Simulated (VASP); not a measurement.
# Bi2Pd (Froodite): structure and properties in VASP, part 3 of 6

Aim: relax Bi2Pd (Froodite), then compute properties on the relaxed cell. The start is a cell from a database of measured crystal structures.

VASP 6.6.1; PBEsol; plane waves and PAW (Bi_d, Pd).

So far. Step 3 (Relaxing cell and atoms (PBEsol)): It ends with a largest force of 0.009 eV/Å and a pressure of 0.02 GPa. The volume lies -0.7 % from that of the database's start, which holds the thermal and zero-point expansion of its experiment. Step 4 (Single point with fields (PBEsol)): In this run the pressure is -0.01 GPa, small enough to go on.

### 5. Bands along the symmetry lines (PBEsol)

Levels along the symmetry lines show where the bands peak and cross; KPOINTS_OPT computes them in the converged potential.

Input file INCAR:

```
SYSTEM = Bi2Pd
PREC = Accurate
ENCUT = 400
EDIFF = 1E-06
NELM = 100
ISMEAR = 1
SIGMA = 0.2
LREAL = .FALSE.
ALGO = Normal
GGA = PS
NBANDS = 59
LASPH = .TRUE.
LORBIT = 11
LWAVE = .FALSE.
LCHARG = .FALSE.
KPAR = 4
```

Input file POSCAR:

```
Bi2Pd
1.0
    0.0000000000      4.2414605300      0.0000000000
   -1.2717601345      0.0000000000      5.5091053067
    6.3725324535     -2.1207302650     -0.0428579061
Bi Pd
4 2
Direct
    0.1563973809      0.3126895134      0.3127947619
    0.8436026191      0.6873104866      0.6872052381
    0.5737602750      0.7921465577      0.1475205500
    0.4262397250      0.2078534423      0.8524794500
    0.2242658676      0.8304505870      0.4485317351
    0.7757341324      0.1695494130      0.5514682649
```

Input file KPOINTS:

```
Automatic mesh
0
Gamma
7 5 7
0 0 0
```

Input file KPOINTS_OPT:

```
Line mode
16
Line-mode
Reciprocal
  0.50000000   0.00000000   0.00000000 X
  0.00000000   0.00000000   0.00000000 GAMMA

  0.00000000   0.00000000   0.00000000 GAMMA
  0.00000000  -0.50000000   0.00000000 Y

  0.50000000  -0.50000000   0.00000000 L
  0.00000000   0.00000000   0.00000000 GAMMA

  0.00000000   0.00000000   0.00000000 GAMMA
  0.00000000   0.50000000  -0.50000000 Z

  0.50000000   0.50000000  -0.50000000 N
  0.00000000   0.00000000   0.00000000 GAMMA

  0.00000000   0.00000000   0.00000000 GAMMA
  0.00000000   0.00000000  -0.50000000 M

  0.50000000   0.00000000  -0.50000000 R
  0.00000000   0.00000000   0.00000000 GAMMA
```

Potentials, in the order of the species: Bi_d and Pd (PBE family, release 64).

Launch:

```
> mpirun -np 4 vasp_std
```

The program printed:

```text
[... set-up lines as in an earlier step ...]
 entering main loop
       N       E                     dE             d eps       ncg     rms          rms(c)
DAV:   1     0.884966444859E+03    0.88497E+03   -0.33124E+04  8643   0.143E+03
DAV:   2     0.821393379556E+02   -0.80283E+03   -0.76506E+03  8496   0.443E+02
DAV:   3    -0.259386692388E+02   -0.10808E+03   -0.10431E+03  9304   0.169E+02
DAV:   4    -0.310254332143E+02   -0.50868E+01   -0.50513E+01  9960   0.386E+01
DAV:   5    -0.312730201393E+02   -0.24759E+00   -0.24753E+00 11656   0.781E+00    0.775E+00
DAV:   6    -0.308414564678E+02    0.43156E+00   -0.60962E-01  9995   0.443E+00    0.384E+00
DAV:   7    -0.307504716557E+02    0.90985E-01   -0.17594E-01 10176   0.312E+00    0.152E+00
DAV:   8    -0.307294138124E+02    0.21058E-01   -0.11393E-01  9819   0.192E+00    0.558E-01
DAV:   9    -0.307273162234E+02    0.20976E-02   -0.13294E-02 11536   0.669E-01    0.107E-01
DAV:  10    -0.307272609478E+02    0.55276E-04   -0.12276E-03 10143   0.236E-01    0.514E-02
DAV:  11    -0.307272573904E+02    0.35575E-05   -0.16538E-04 11634   0.605E-02    0.807E-03
DAV:  12    -0.307272571812E+02    0.20913E-06   -0.15667E-05 10839   0.290E-02    0.553E-03
DAV:  13    -0.307272563009E+02    0.88035E-06   -0.10045E-06  5301   0.668E-03
   1 F= -.30727256E+02 E0= -.30728736E+02  d E =0.444006E-02
 Start KPOINTS_OPT (optional k-point list driver)
k-point batch [1-72\112]
       N       E                     dE             ncg
DAV:   1     0.368677975111E+05   -0.32855E+05     8611
DAV:   2    -0.210979675180E+05   -0.57966E+05     8504
DAV:   3    -0.289833324988E+05   -0.78854E+04     9340
DAV:   4    -0.293645604522E+05   -0.38123E+03    10013
DAV:   5    -0.293829620212E+05   -0.18402E+02    11824
DAV:   6    -0.293833211285E+05   -0.35911E+00    11839
DAV:   7    -0.293833291031E+05   -0.79746E-02    12381
DAV:   8    -0.293833292729E+05   -0.16977E-03    11803
DAV:   9    -0.293833292759E+05   -0.29984E-05     6258
DAV:  10    -0.293833292768E+05   -0.88273E-06     6163
k-point batch [73-112\112]
       N       E                     dE             ncg
DAV:   1     0.499040276896E+05   -0.56622E+04     4800
DAV:   2     0.177020079737E+05   -0.32202E+05     4728
DAV:   3     0.133711561159E+05   -0.43309E+04     5202
DAV:   4     0.131662066437E+05   -0.20495E+03     5504
DAV:   5     0.131561467302E+05   -0.10060E+02     6560
DAV:   6     0.131559635534E+05   -0.18318E+00     6580
DAV:   7     0.131559594054E+05   -0.41479E-02     6816
DAV:   8     0.131559593118E+05   -0.93647E-04     6500
DAV:   9     0.131559593101E+05   -0.16570E-05     3480
DAV:  10     0.131559593097E+05   -0.47397E-06     3477
```

Wall time 97 s (4 MPI ranks of Intel Xeon 6975P-C (Granite Rapids), shared host); peak memory 2.5 GiB; 6.2 min of CPU time.

Parts of OUTCAR (step 5):

```text
The static configuration has the point symmetry C_2h.

 Found     72 irreducible k-points:

   k-points           NKPTS =     72   k-points in BZ     NKDIM =     72   number of bands    NBANDS=     59

   NELECT =      80.0000    total number of electrons

 E-fermi :   8.5787

 k-point     2 :       0.1429   -0.0000   -0.0000
  band No.  band energies     occupation
    ...
     35       6.2081      2.00000
     36       6.3752      2.00000
     37       6.4428      2.00000
     38       6.9316      2.00000
     39       7.6978      2.00000
     40       8.7210      0.07217
     41       9.1356     -0.00059
     42      10.2256     -0.00000
     43      10.4729     -0.00000
     44      11.4312     -0.00000
    ...

 k-point     5 :       0.0000    0.2000   -0.0000
  band No.  band energies     occupation
    ...
     35       6.1295      2.00000
     36       6.2172      2.00000
     37       6.5993      2.00000
     38       7.7287      2.00000
     39       8.3435      2.07014
     40       9.0466     -0.00460
     41       9.5403     -0.00000
     42      10.5132     -0.00000
     43      10.6269     -0.00000
     44      11.1477     -0.00000
    ...

  Total        0.0000017     -0.0177053      0.0081621      0.0000000      0.0000000     -0.0216578
  in kB        0.0000179     -0.1908013      0.0879591      0.0000000      0.0000000     -0.2333946
  external PRESSURE =      -0.0342747 kB  Pullay stress =       0.0000000 kB

 POSITION                                       TOTAL-FORCE (eV/Angst)
 -----------------------------------------------------------------------------------
      1.59563     -0.00000      1.70923         0.003001      0.000000     -0.003044
      3.50514      2.12073      3.75701        -0.003001      0.000000      0.003044
     -0.06734      2.12073      4.35770        -0.008702      0.000000      0.003364
      5.16811      0.00000      1.10855         0.008702     -0.000000     -0.003364
      1.80215      0.00000      4.55582         0.007081      0.000000     -0.004881
      3.29862      2.12073      0.91043        -0.007081     -0.000000      0.004881
 -----------------------------------------------------------------------------------
    total drift:                               -0.000000      0.000000     -0.000000

  FREE ENERGIE OF THE ION-ELECTRON SYSTEM (eV)
  ---------------------------------------------------
  free  energy   TOTEN  =       -30.7272563009 eV

  energy  without entropy=      -30.7316963615  energy(sigma->0) =      -30.72873632

[... 11 parts as in an earlier step ...]

[... 2 further parts left out ...]
```

Spin-orbit coupling is off here; with elements this heavy it splits and shifts levels by tenths of an eV or more. The cell is typed on its shortest vectors, so the axes of tensors and the coordinates of k-points follow the printed cell and not the standard setting.

This step gave:

* bands: 59
* pressure: -0.003427 GPa

Electronic bands along the path, in eV, zero at the Fermi level; # counts the bands kept:

```
          point    #12    #13    #14    #15    #16    #17   #18   #19
              X  -2.54  -2.49  -1.84  -1.66  -1.29  -0.86  0.63  1.29
0.47 of the way  -2.47  -2.20  -1.76  -1.33  -0.52  -0.42  0.89  1.80
              Γ  -2.26  -1.92  -1.28  -0.14   0.26   0.28  2.46  2.49
0.53 of the way  -2.28  -1.82  -0.61  -0.16   0.61   1.27  1.65  1.69
              Y  -2.12  -0.73  -0.15   0.08   0.81   0.83  1.33  1.45
      jump to L  -2.65  -2.23  -1.58  -1.08  -0.58   0.11  1.34  2.41
0.53 of the way  -2.20  -2.05  -1.70  -1.16  -0.36   0.22  1.42  2.17
              Γ  -2.26  -1.92  -1.28  -0.14   0.26   0.28  2.46  2.49
0.53 of the way  -2.17  -1.98  -1.05  -0.28   1.04   1.04  1.31  1.85
              Z  -2.00  -1.41  -1.17  -0.94   0.27   0.58  1.78  2.42
      jump to N  -2.65  -2.23  -1.58  -1.08  -0.58   0.11  1.34  2.41
0.53 of the way  -2.20  -2.05  -1.70  -1.16  -0.36   0.22  1.42  2.17
              Γ  -2.26  -1.92  -1.28  -0.14   0.26   0.28  2.46  2.49
0.47 of the way  -2.15  -1.87  -1.77  -0.51   0.91   1.17  1.37  1.99
              M  -2.26  -1.76  -0.96  -0.86  -0.07   0.35  1.63  1.89
      jump to R  -2.54  -2.49  -1.84  -1.66  -1.29  -0.86  0.63  1.29
0.53 of the way  -2.39  -2.17  -1.66  -1.31  -0.30  -0.19  1.08  1.84
              Γ  -2.26  -1.92  -1.28  -0.14   0.26   0.28  2.46  2.49
```

Of the projections kept (Bi, Pd), the largest for each band there; the rest of the weight can lie on other orbitals:

```
point      #12      #13      #14      #15      #16      #17      #18      #19
    X  Pd 0.85  Pd 0.96  Pd 0.51  Bi 0.50  Pd 0.62  Pd 0.60  Bi 0.59  Bi 0.59
    Γ  Pd 0.87  Pd 0.76  Bi 0.68  Bi 0.61  Bi 0.58  Bi 0.55  Bi 0.76  Bi 0.70
    Y  Pd 0.79  Bi 0.62  Bi 0.81  Bi 0.69  Bi 0.55  Bi 0.66  Bi 0.69  Bi 0.72
    L  Pd 0.83  Pd 0.90  Pd 0.85  Pd 0.66  Pd 0.52  Bi 0.73  Bi 0.71  Bi 0.86
    Γ  Pd 0.87  Pd 0.76  Bi 0.68  Bi 0.61  Bi 0.58  Bi 0.55  Bi 0.76  Bi 0.70
    Z  Pd 0.87  Bi 0.71  Bi 0.60  Bi 0.78  Pd 0.53  Bi 0.67  Bi 0.85  Bi 0.73
```

There is no gap at this level.

### 6. Density of states (PBEsol)

A density of states needs more k-points than a total energy; ISMEAR = -5 takes tetrahedra, and LORBIT projects the states on the PAW spheres. The mesh is finer than in the run before.

Changes to INCAR since step 5:

```diff
@@ -5,3 +5,3 @@
 NELM = 100
-ISMEAR = 1
+ISMEAR = -5
 SIGMA = 0.2
@@ -16 +16,2 @@
 KPAR = 4
+NEDOS = 2001
```

POSCAR is that of step 5.

Input file KPOINTS:

```
Automatic mesh
0
Gamma
10 7 10
0 0 0
```

Launch:

```
> mpirun -np 4 vasp_std
```

The program printed:

```text
[... set-up lines as in an earlier step ...]
 entering main loop
       N       E                     dE             d eps       ncg     rms          rms(c)
DAV:   1     0.884724150646E+03    0.88472E+03   -0.33060E+04 23447   0.143E+03
DAV:   2     0.821062408783E+02   -0.80262E+03   -0.76367E+03 23168   0.442E+02
DAV:   3    -0.259564615463E+02   -0.10806E+03   -0.10417E+03 25431   0.169E+02
DAV:   4    -0.310304275945E+02   -0.50740E+01   -0.50405E+01 27162   0.386E+01
DAV:   5    -0.312770273577E+02   -0.24660E+00   -0.24663E+00 31903   0.779E+00    0.775E+00
DAV:   6    -0.308522861272E+02    0.42474E+00   -0.60240E-01 27247   0.442E+00    0.384E+00
DAV:   7    -0.307623192678E+02    0.89967E-01   -0.17201E-01 27687   0.310E+00    0.151E+00
DAV:   8    -0.307418829669E+02    0.20436E-01   -0.11148E-01 26783   0.190E+00    0.552E-01
DAV:   9    -0.307398381731E+02    0.20448E-02   -0.12902E-02 30917   0.661E-01    0.108E-01
DAV:  10    -0.307397873713E+02    0.50802E-04   -0.11954E-03 27733   0.240E-01    0.506E-02
DAV:  11    -0.307397652755E+02    0.22096E-04   -0.15923E-04 31981   0.605E-02    0.792E-03
DAV:  12    -0.307397663680E+02   -0.10925E-05   -0.14423E-05 29849   0.287E-02    0.526E-03
DAV:  13    -0.307397657461E+02    0.62188E-06   -0.10255E-06 14603   0.624E-03
   1 F= -.30739766E+02 E0= -.30739766E+02  d E =0.000000E+00
 -----------------------------------------------------------------------------
|                                                                             |
|           W    W    AA    RRRRR   N    N  II  N    N   GGGG   !!!           |
|           W    W   A  A   R    R  NN   N  II  NN   N  G    G  !!!           |
|           W    W  A    A  R    R  N N  N  II  N N  N  G       !!!           |
|           W WW W  AAAAAA  RRRRR   N  N N  II  N  N N  G  GGG   !            |
|           WW  WW  A    A  R   R   N   NN  II  N   NN  G    G                |
|           W    W  A    A  R    R  N    N  II  N    N   GGGG   !!!           |
|                                                                             |
|     Tetrahedron method does not include variations of the Fermi             |
|     occupations, so forces and stress will be inaccurate. We suggest        |
|     using a different smearing scheme ISMEAR = 1 or 2 for metals in         |
|     relaxations.                                                            |
|                                                                             |
 -----------------------------------------------------------------------------
```

The job ended after 2.1 min (4 MPI ranks; peak memory 3.3 GiB).

Parts of OUTCAR (step 6):

```text
   k-points           NKPTS =    196   k-points in BZ     NKDIM =    196   number of bands    NBANDS=     59

   NELECT =      80.0000    total number of electrons

 E-fermi :   8.5846

 k-point     1 :       0.0000    0.0000    0.0000
  band No.  band energies     occupation
    ...
     35       6.3111      2.00000
     36       6.3183      2.00000
     37       6.6569      2.00000
     38       7.2990      2.00000
     39       8.4435      1.99636
     40       8.8426     -0.01348
     41       8.8644      0.00000
     42      11.0409      0.00000
     43      11.0677      0.00000
     44      11.4433      0.00000
    ...

  Total       -0.0650937      0.2787083     -0.0869665      0.0000000      0.0000000      0.0952650
  in kB       -0.7014807      3.0034931     -0.9371929      0.0000000      0.0000000      1.0266212
  external PRESSURE =       0.4549398 kB  Pullay stress =       0.0000000 kB

 POSITION                                       TOTAL-FORCE (eV/Angst)
 -----------------------------------------------------------------------------------
      1.59563     -0.00000      1.70923        -0.003271     -0.000000      0.050189
      3.50514      2.12073      3.75701         0.003271      0.000000     -0.050189
     -0.06734      2.12073      4.35770        -0.046320      0.000000     -0.001685
      5.16811      0.00000      1.10855         0.046320     -0.000000      0.001685
      1.80215      0.00000      4.55582        -0.022234      0.000000      0.008957
      3.29862      2.12073      0.91043         0.022234     -0.000000     -0.008957
 -----------------------------------------------------------------------------------
    total drift:                               -0.000000      0.000000     -0.000000

  FREE ENERGIE OF THE ION-ELECTRON SYSTEM (eV)
  ---------------------------------------------------
  free  energy   TOTEN  =       -30.7397657461 eV

  energy  without entropy=      -30.7397657461  energy(sigma->0) =      -30.73976575

[... 6 parts as in an earlier step ...]

[... 10 further parts left out ...]
```

With tetrahedra the forces and stress of a metal are not exact derivatives of the energy.

Numbers from this step:

```
irreducible k-points   : 196
free energy (TOTEN)    : -30.74 eV
Fermi energy           : 8.585 eV
pressure               : 0.04549 GPa
DOS at the Fermi level : 1.930 states/eV/cell
```

The density of states has structure finer than the step of the table below, so its rows give means over 0.5 eV, whole bins alone (the curve runs from -12.0 to 3.37 eV). Peaks (eV: height): total -4.94: 7.05, -3.99: 14.1, -3.51: 10.2, -2.88: 10.0; Pd d -3.99: 9.66, -3.51: 6.95, -2.88: 7.50; Bi p -4.94: 1.56, 1.86: 1.53, 2.50: 1.65, 3.13: 2.25; Pd p -3.99: 0.276, -2.41: 0.202, -1.54: 0.254, 0.68: 0.164; Bi s -10.87: 3.68, -10.16: 3.21.

States under -12.0 eV and over 3.4 eV are left out. Table of density of states by energy, zero at the Fermi level; means over each step; values in states/eV/cell:

```
energy (eV)   total     Pd d    Bi p    Pd p    Bi s     Pd s
      -11.5    2.23   0.0268  0.0283  0.0432    1.47   0.0398
      -11.0    3.94   0.0934  0.0391  0.0747    2.73   0.0462
      -10.5    3.92    0.150  0.0312  0.0538    2.82   0.0235
      -10.0    2.36    0.104  0.0146  0.0248    1.76  0.00669
       -9.5  0.0137   5.6e-4  2.8e-5  1.0e-4  0.0106   6.9e-6
       -9.0       0        0       0       0       0        0
       -8.5       0        0       0       0       0        0
       -8.0       0        0       0       0       0        0
       -7.5       0        0       0       0       0        0
       -7.0       0        0       0       0       0        0
       -6.5       0        0       0       0       0        0
       -6.0  0.0639  0.00906  0.0163  5.9e-4  6.3e-4   0.0102
       -5.5    1.75    0.334   0.431  0.0237  0.0256    0.226
       -5.0    5.14     1.68    1.15  0.0982  0.0675    0.314
       -4.5    5.55     2.60    1.01  0.0988  0.0865    0.217
       -4.0    9.35     5.86    1.10   0.180   0.150    0.163
       -3.5    7.73     5.13   0.844   0.120   0.103   0.0925
       -3.0    8.23     5.93   0.768   0.109  0.0799   0.0755
       -2.5    8.92     6.23   0.869   0.157   0.128    0.125
       -2.0    5.33     2.65   0.910   0.178   0.154    0.146
       -1.5    4.02     1.47   0.934   0.218   0.136   0.0638
       -1.0    3.44     1.04   0.906   0.184   0.140   0.0595
       -0.5    3.23    0.759   0.962   0.190   0.136   0.0559
        0.0    2.20    0.431   0.701   0.126  0.0948   0.0374
        0.5    2.88    0.537   0.970   0.144   0.115   0.0416
        1.0    2.82    0.452    1.01   0.126  0.0973   0.0464
        1.5    3.11    0.417    1.20   0.129  0.0829   0.0630
        2.0    3.43    0.459    1.41   0.124  0.0708   0.0612
        2.5    3.19    0.412    1.40  0.0940  0.0497   0.0405
        3.0    3.69    0.449    1.77  0.0821  0.0353   0.0368
```

Force by atom:

```
atom  x (eV/Å)  y (eV/Å)  z (eV/Å)    size
 Bi1   -0.0033    0.0000    0.0502  0.0503
 Bi2    0.0033    0.0000   -0.0502  0.0503
 Bi3   -0.0463    0.0000   -0.0017  0.0464
 Bi4    0.0463    0.0000    0.0017  0.0464
 Pd5   -0.0222    0.0000    0.0090  0.0240
 Pd6    0.0222    0.0000   -0.0090  0.0240
```

The finer mesh and the other smearing move the Fermi level by +0.01 eV from the 7×5×7 run, a small shift, which tests the Fermi level alone. Of the states within 0.3 eV of the Fermi level, the largest shares in the PAW spheres are Bi p 32 %, Pd d 20 % and Pd p 6 %. The rest lies in smaller channels or between the spheres.

(Continued in part 4 of 6.)

[Lines on the potential files, build, host, timing and source positions are cut from VASP's logs without a mark.]

[Logs are printed without paths, hosts, clocks, repeated set-up lines and the standing remarks that a program may print on its own settings, such as how far it seeks lower states.]

[Hosts, paths, dates, database ids (printed as entryN), source tags and the programs' standing remarks are cut or masked in the printed files.]

[A measured line is paired with the nearest computed mode of its activity, which favours agreement.]
